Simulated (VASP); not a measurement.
**Dynamics of BaZnSbF at finite temperature**

Wanted: temperature and structure of BaZnSbF along a short trajectory. The start is a cell from a database of measured crystal structures.

Calculated with VASP 6.6.1; LDA; plane waves and PAW (Ba_sv, Sb, Zn, F).

### 1. The structure

It takes space group P4/nmm (No. 129, tetragonal). The conventional cell has a = 4.438 Å, b = 4.438 Å, c = 9.779 Å, α = 90.00°, β = 90.00°, γ = 90.00°. Nearest to Ba lie 4 F at 2.66 Å. Sb has 4 Zn at 2.75 Å nearest. Nearest to Zn lie 4 Sb at 2.75 Å. Nearest to F lie 4 Ba at 2.66 Å. Farther neighbours and most contacts between anions are not listed.

As a file:

```xyz
8
Lattice="4.4383 0.0000 0.0000 0.0000 4.4383 0.0000 0.0000 0.0000 9.7789" Properties=species:S:1:pos:R:3 pbc="T T T"
Ba    2.2192    0.0000    6.3486
Ba    0.0000    2.2192    3.4303
Sb    0.0000    2.2192    8.1552
Sb    2.2192    0.0000    1.6237
Zn    0.0000    0.0000    0.0000
Zn    2.2192    2.2192    0.0000
F     0.0000    0.0000    4.8895
F     2.2192    2.2192    4.8895
```

### 2. Relax the host

First cell and atoms are relaxed at a raised cutoff, so that later runs start from this functional's own cell.

INCAR reads:

```
SYSTEM = BaZnSbF
PREC = Accurate
ENCUT = 520
EDIFF = 1E-06
NELM = 120
ISMEAR = 0
SIGMA = 0.1
LREAL = .FALSE.
ALGO = Normal
GGA = CA
NBANDS = 42
LORBIT = 11
LWAVE = .FALSE.
LCHARG = .FALSE.
KPAR = 4
LASPH = .TRUE.
IBRION = 2
NSW = 40
ISIF = 3
EDIFFG = -0.02
POTIM = 0.4
```

POSCAR reads:

```
BaZnSbF
1.0
    4.4383500000      0.0000000000      0.0000000000
    0.0000000000      4.4383500000      0.0000000000
    0.0000000000      0.0000000000      9.7789100000
Ba Sb Zn F
2 2 2 2
Direct
    0.5000000000      0.0000000000      0.6492100000
    0.0000000000      0.5000000000      0.3507900000
    0.0000000000      0.5000000000      0.8339600000
    0.5000000000      0.0000000000      0.1660400000
    0.0000000000      0.0000000000      0.0000000000
    0.5000000000      0.5000000000      0.0000000000
    0.0000000000      0.0000000000      0.5000000000
    0.5000000000      0.5000000000      0.5000000000
```

KPOINTS reads:

```
Automatic mesh
0
Gamma
4 4 2
0 0 0
```

Potentials, in the order of the species: Ba_sv, Sb, Zn and F (LDA family, release 64).

The run is started by

```console
> mpirun -np 4 vasp_std
```

The log of the run:

```text
[banner, memory and clock lines left out]
running    4 mpi-ranks, on    1 nodes
 distrk:  each k-point on    1 cores,    4 groups
 distr:  one band on    1 cores,    1 groups

 POSCAR found type information on POSCAR BaSbZnF
 POSCAR found :  4 types and       8 ions
 LDA part: xc-table for (Slater(with rela. corr.)+CA(PZ))
 , standard interpolation
 POSCAR, INCAR and KPOINTS ok, starting setup
 FFT: planning ... GRIDC
 FFT: planning ... GRID_SOFT
 FFT: planning ... GRID
 WAVECAR not read
 entering main loop
       N       E                     dE             d eps       ncg     rms          rms(c)
DAV:   1     0.668547692003E+03    0.66855E+03   -0.29788E+04  1008   0.163E+03
DAV:   2     0.504934583672E+02   -0.61805E+03   -0.59285E+03  1142   0.393E+02
DAV:   3    -0.348733450179E+02   -0.85367E+02   -0.84768E+02  1158   0.162E+02
DAV:   4    -0.395329642366E+02   -0.46596E+01   -0.46483E+01  1424   0.314E+01
DAV:   5    -0.396374426906E+02   -0.10448E+00   -0.10441E+00  1454   0.437E+00    0.106E+01
DAV:   6    -0.369482072202E+02    0.26892E+01   -0.11957E+01  1282   0.333E+01    0.621E+00
DAV:   7    -0.369242276004E+02    0.23980E-01   -0.17219E+00  1170   0.786E+00    0.349E+00
DAV:   8    -0.368660986249E+02    0.58129E-01   -0.20534E-01  1214   0.229E+00    0.818E-01
DAV:   9    -0.368572082258E+02    0.88904E-02   -0.45052E-02  1352   0.947E-01    0.186E-01
DAV:  10    -0.368575527954E+02   -0.34457E-03   -0.53484E-03  1244   0.431E-01    0.949E-02
DAV:  11    -0.368576096599E+02   -0.56865E-04   -0.78705E-04  1318   0.179E-01    0.320E-02
DAV:  12    -0.368576066648E+02    0.29951E-05   -0.14133E-04  1388   0.572E-02    0.784E-03
DAV:  13    -0.368576072166E+02   -0.55183E-06   -0.13978E-05  1332   0.167E-02    0.299E-03
DAV:  14    -0.368576073641E+02   -0.14743E-06   -0.10622E-06   738   0.571E-03
   1 F= -.36857607E+02 E0= -.36853944E+02  d E =-.368576E+02
 curvature:   0.00 expect dE= 0.000E+00 dE for cont linesearch  0.000E+00
 trial: gam= 0.00000 g(F)=  0.309E-02 g(S)=  0.173E+00 ort = 0.000E+00 (trialstep = 0.100E+01)
 search vector abs. value=  0.176E+00
 bond charge predicted
       N       E                     dE             d eps       ncg     rms          rms(c)
DAV:   1    -0.386561629876E+02   -0.17986E+01   -0.29511E+01  1110   0.460E+01    0.969E+00
DAV:   2    -0.371591065402E+02    0.14971E+01   -0.85008E+00  1216   0.385E+01    0.276E+00
DAV:   3    -0.370048968834E+02    0.15421E+00   -0.50056E-01  1246   0.652E+00    0.144E+00
DAV:   4    -0.369513402106E+02    0.53557E-01   -0.17658E-01  1326   0.192E+00    0.480E-01
DAV:   5    -0.369494729971E+02    0.18672E-02   -0.15948E-02  1300   0.681E-01    0.275E-01
DAV:   6    -0.369489590526E+02    0.51394E-03   -0.24740E-03  1472   0.355E-01    0.121E-01
DAV:   7    -0.369488867141E+02    0.72338E-04   -0.80925E-04  1262   0.168E-01    0.321E-02
DAV:   8    -0.369488896543E+02   -0.29402E-05   -0.80593E-05  1172   0.465E-02    0.205E-02
DAV:   9    -0.369488882364E+02    0.14179E-05   -0.57195E-06  1270   0.131E-02    0.854E-03
DAV:  10    -0.369488876901E+02    0.54626E-06   -0.35634E-06   976   0.172E-02
   2 F= -.36948888E+02 E0= -.36945334E+02  d E =-.912803E-01
[... from here on, the cycles between the ionic steps are left out ...]
   3 F= -.36948892E+02 E0= -.36945339E+02  d E =-.912850E-01
   4 F= -.36955803E+02 E0= -.36952267E+02  d E =-.691068E-02
   5 F= -.36967091E+02 E0= -.36963587E+02  d E =-.181991E-01
   6 F= -.36967727E+02 E0= -.36964230E+02  d E =-.188351E-01
   7 F= -.36969240E+02 E0= -.36965744E+02  d E =-.151213E-02
   8 F= -.36970396E+02 E0= -.36966905E+02  d E =-.266895E-02
   9 F= -.36970133E+02 E0= -.36966645E+02  d E =0.263130E-03
 trial-energy change:    0.000263  1 .order    0.000251   -0.001232    0.001734
 step:   1.0168(harm=  1.0318)  dis= 0.00169  next Energy=   -36.970648 (dE=-0.251E-03)
 bond charge predicted
       N       E                     dE             d eps       ncg     rms          rms(c)
DAV:   1    -0.369792454023E+02   -0.91122E-02   -0.19781E-01  1052   0.361E+00    0.691E-01
DAV:   2    -0.369718867883E+02    0.73586E-02   -0.38945E-02  1170   0.209E+00    0.216E-01
DAV:   3    -0.369709963275E+02    0.89046E-03   -0.15219E-03  1148   0.294E-01    0.118E-01
DAV:   4    -0.369706612892E+02    0.33504E-03   -0.99819E-04  1336   0.162E-01    0.286E-02
DAV:   5    -0.369706581723E+02    0.31169E-05   -0.78117E-05  1226   0.550E-02    0.223E-02
DAV:   6    -0.369706537985E+02    0.43738E-05   -0.13894E-05  1254   0.247E-02    0.839E-03
DAV:   7    -0.369706533984E+02    0.40007E-06   -0.56797E-06  1182   0.136E-02
  10 F= -.36970653E+02 E0= -.36967163E+02  d E =-.256971E-03
 curvature:  -0.82 expect dE=-0.668E-05 dE for cont linesearch -0.118E-05
 trial: gam=-0.04877 g(F)=  0.362E-05 g(S)=  0.452E-05 ort = 0.337E-04 (trialstep = 0.219E+01)
 search vector abs. value=  0.673E-05
 reached required accuracy - stopping structural energy minimisation
```

It took 4 min on 4 MPI ranks of Intel Xeon Platinum 8375C at 2.90GHz (Ice Lake), shared host; peak memory 1.3 GiB; 16 min of CPU time.

Lines that name or quote the potential files are left out of all logs, and their timing lines are given in words.

Parts of OUTCAR (step 2):

```text
ion  position               nearest neighbor table
   1  0.500  0.000  0.649-   7 2.66   8 2.66   8 2.66   7 2.66   3 3.62   3 3.62   3 3.62   3 3.62
                             2 4.29   2 4.29   2 4.29   2 4.29
   2  0.000  0.500  0.351-   7 2.66   8 2.66   7 2.66   8 2.66   4 3.62   4 3.62   4 3.62   4 3.62
                             1 4.29   1 4.29   1 4.29   1 4.29
   3  0.000  0.500  0.834-   5 2.75   6 2.75   5 2.75   6 2.75   1 3.62   1 3.62   1 3.62   1 3.62

  LATTYP: Found a simple tetragonal cell.
 ALAT       =     4.4383500000
 C/A-ratio  =     2.2032759922

 Subroutine GETGRP returns: Found 16 space group operations
 (whereof  8 operations were pure point group operations)

The static configuration has the point symmetry D_2d.
 The point group associated with its full space group is D_4h.

 Found     12 irreducible k-points:

   k-points           NKPTS =     12   k-points in BZ     NKDIM =     12   number of bands    NBANDS=     42

   dimension x,y,z NGX =    36 NGY =   36 NGZ =   80
   dimension x,y,z NGXF=    72 NGYF=   72 NGZF=  160

   ENCUT  =  520.0 eV  38.22 Ry    6.18 a.u.   8.25  8.25 18.18*2*pi/ulx,y,z

   NELECT =      68.0000    total number of electrons

 k-points in reciprocal lattice and weights: Automatic mesh
   0.00000000  0.00000000  0.00000000       0.031
   0.25000000  0.00000000  0.00000000       0.125
   0.50000000  0.00000000  0.00000000       0.062
   0.25000000  0.25000000  0.00000000       0.125
   0.50000000  0.25000000  0.00000000       0.125
   0.50000000  0.50000000  0.00000000       0.031
   0.00000000  0.00000000  0.50000000       0.031
   0.25000000  0.00000000  0.50000000       0.125
   0.50000000  0.00000000  0.50000000       0.062
   0.25000000  0.25000000  0.50000000       0.125
   0.50000000  0.25000000  0.50000000       0.125
   0.50000000  0.50000000  0.50000000       0.031

 average (electrostatic) potential at core
       1 -34.7029       2 -34.7029       3 -88.5666       4 -88.5666       5 -36.5220
       6 -36.5220       7 -75.8665       8 -75.8665

 E-fermi :   4.2748

 k-point     1 :       0.0000    0.0000    0.0000
  band No.  band energies     occupation
    ...
     31       2.0591      2.00000
     32       3.5608      2.00000
     33       3.5872      2.00000
     34       4.2855      0.87977
     35       4.2855      0.87977
     36       5.4510      0.00000
     37       6.1755      0.00000
     38       6.4747      0.00000
     39       7.0983      0.00000
     40       8.1125      0.00000
    ...

 k-point     2 :       0.2500    0.0000    0.0000
  band No.  band energies     occupation
    ...
     30       0.3328      2.00000
     31       2.4292      2.00000
     32       2.7043      2.00000
     33       3.5142      2.00000
     34       4.0098      1.99982
     35       4.8864      0.00000
     36       6.3910      0.00000
     37       6.5442      0.00000
     38       7.3023      0.00000
     39       7.5514      0.00000
    ...

 k-point     3 :       0.5000    0.0000    0.0000
  band No.  band energies     occupation
    ...
     30      -0.3812      2.00000
     31       2.9216      2.00000
     32       2.9216      2.00000
     33       3.2728      2.00000
     34       3.2728      2.00000
     35       5.6972      0.00000
     36       5.6972      0.00000
     37       6.5453      0.00000
     38       6.5453      0.00000
     39       7.2674      0.00000
    ...

  Total       -0.0100912     -0.0100912     -0.0270893      0.0000000     -0.0000000      0.0000000
  in kB       -0.0893808     -0.0893808     -0.2399391      0.0000000     -0.0000000      0.0000000
  external PRESSURE =      -0.1395669 kB  Pullay stress =       0.0000000 kB

  energy-cutoff  :      520.00
  volume of cell :      180.89
      direct lattice vectors                 reciprocal lattice vectors
     4.403290908 -0.000000000  0.000000000     0.227102869  0.000000000  0.000000000
     0.000000000  4.403290908  0.000000000    -0.000000000  0.227102869  0.000000000
     0.000000000 -0.000000000  9.329373173    -0.000000000 -0.000000000  0.107188337

 POSITION                                       TOTAL-FORCE (eV/Angst)
 -----------------------------------------------------------------------------------
      2.20165     -0.00000      6.08304        -0.000000     -0.000000      0.006457
      0.00000      2.20165      3.24634         0.000000      0.000000     -0.006457
      0.00000      2.20165      7.75341         0.000000      0.000000     -0.002279
      2.20165     -0.00000      1.57597         0.000000     -0.000000      0.002279
      0.00000      0.00000      0.00000         0.000000      0.000000      0.000000
      2.20165      2.20165      0.00000         0.000000     -0.000000      0.000000
      0.00000     -0.00000      4.66469         0.000000     -0.000000      0.000000
      2.20165      2.20165      4.66469        -0.000000     -0.000000      0.000000
 -----------------------------------------------------------------------------------
    total drift:                                0.000000      0.000000     -0.000000

  FREE ENERGIE OF THE ION-ELECTRON SYSTEM (eV)
  ---------------------------------------------------
  free  energy   TOTEN  =       -36.9706533984 eV

  energy  without entropy=      -36.9636733078  energy(sigma->0) =      -36.96716335

 reached required accuracy - stopping structural energy minimisation

 total charge
# of ion       s       p       d       tot
------------------------------------------
    1        2.004   5.607   0.302   7.913
    2        2.004   5.607   0.302   7.913
    3        1.132   1.408   0.021   2.561
    4        1.132   1.408   0.021   2.561
    5        0.582   0.439   9.747  10.768
    6        0.582   0.439   9.747  10.768
    7        1.727   4.341   0.000   6.067
    8        1.727   4.341   0.000   6.067
--------------------------------------------------
tot         10.889  23.590  20.140  54.619

[... 3 further parts left out ...]
```

CONTCAR:

```
BaZnSbF
   1.00000000000000
     4.4032909077681417   -0.0000000000000000    0.0000000000000000
     0.0000000000000000    4.4032909077681417    0.0000000000000000
     0.0000000000000000   -0.0000000000000000    9.3293731729409668
  Ba              Sb              Zn              F
     2     2     2     2
Direct
     0.5000000000000000    0.0000000000000000    0.6520305275392380
     0.0000000000000000    0.5000000000000000    0.3479694724607620
     0.0000000000000000    0.5000000000000000    0.8310747609183998
     0.5000000000000000    0.0000000000000000    0.1689252390816002
     0.0000000000000000    0.0000000000000000    0.0000000000000000
     0.5000000000000000    0.5000000000000000    0.0000000000000000
     0.0000000000000000    0.0000000000000000    0.5000000000000000
     0.5000000000000000    0.5000000000000000    0.5000000000000000
```

The k-mesh is coarse for a metal. Harder data sets than Ba_sv exist (the GW ones), and pressures, volumes and forces can shift noticeably with them. The run keeps the 16 symmetry operations of its start, so it cannot find a distortion of lower symmetry.

The steps of the relaxation:

| step | energy less that of the first step (eV) | largest force (eV/Å) | pressure (GPa) | volume (Å³) |
| --- | --- | --- | --- | --- |
| 1 | 0.0000 | 0.1973 | -2.86 | 192.63 |
| 2 | -0.0913 | 0.2154 | -0.04 | 183.21 |
| 3 | -0.0913 | 0.2185 | 0.00 | 183.11 |
| 4 | -0.0982 | 0.1566 | -0.01 | 182.68 |
| 5 | -0.1095 | 0.0559 | 0.04 | 181.36 |
| 6 | -0.1101 | 0.0772 | 0.04 | 180.98 |
| 7 | -0.1116 | 0.0560 | 0.00 | 181.10 |
| 8 | -0.1128 | 0.0161 | -0.16 | 181.33 |
| 9 | -0.1125 | 0.0390 | 0.22 | 180.25 |
| 10 | -0.1130 | 0.0065 | -0.01 | 180.89 |

| conventional cell, symmetrised | before | after | change |
| --- | --- | --- | --- |
| a (Å) | 4.438 | 4.403 | -0.8 % |
| b (Å) | 4.438 | 4.403 | -0.8 % |
| c (Å) | 9.779 | 9.329 | -4.6 % |
| volume (Å³/atom) | 24.08 | 22.61 | -6.1 % |

The atoms that moved most (Å, as changes of fractional coordinates times the final cell):

| atom | dx | dy | dz | length |
| --- | --- | --- | --- | --- |
| Sb4 | 0.000 | 0.000 | 0.027 | 0.027 |
| Sb3 | 0.000 | 0.000 | -0.027 | 0.027 |
| Ba1 | 0.000 | 0.000 | 0.026 | 0.026 |
| Ba2 | 0.000 | 0.000 | -0.026 | 0.026 |

The relaxed structure:

```xyz
8
Lattice="4.4033 0.0000 0.0000 0.0000 4.4033 0.0000 0.0000 0.0000 9.3294" Properties=species:S:1:pos:R:3 pbc="T T T"
Ba    2.2016    0.0000    6.0830
Ba    0.0000    2.2016    3.2463
Sb    0.0000    2.2016    7.7534
Sb    2.2016    0.0000    1.5760
Zn    0.0000    0.0000    0.0000
Zn    2.2016    2.2016    0.0000
F     0.0000    0.0000    4.6647
F     2.2016    2.2016    4.6647
```

This step gave:

* electronic cycles: 79
* electrons: 68
* free energy (TOTEN): -36.97 eV
* energy at zero smearing: -36.97 eV
* Fermi energy: 4.275 eV
* labelled metallic, from the levels on this mesh: yes

The run ended after 10 ionic steps, 0.113 eV below its first step, once forces and stress met EDIFFG = -0.02.

An edge changed by 5 % against the database cell. In a metal the coarse mesh may share the blame.

Semilocal functionals make gaps too small and can close small ones, so a metal at this level may be a semiconductor in fact.

[end of part 1 of 6]

[Lines on the potential files, build, host, timing and source positions are cut from VASP's logs without a mark.]

[Logs are printed without paths, hosts, clocks, repeated set-up lines and the standing remarks that a program may print on its own settings, such as how far it seeks lower states.]

[Hosts, paths, dates, database ids (printed as entryN), source tags and the programs' standing remarks are cut or masked in the printed files.]

[Runs that stopped without an error message from VASP are left out.]
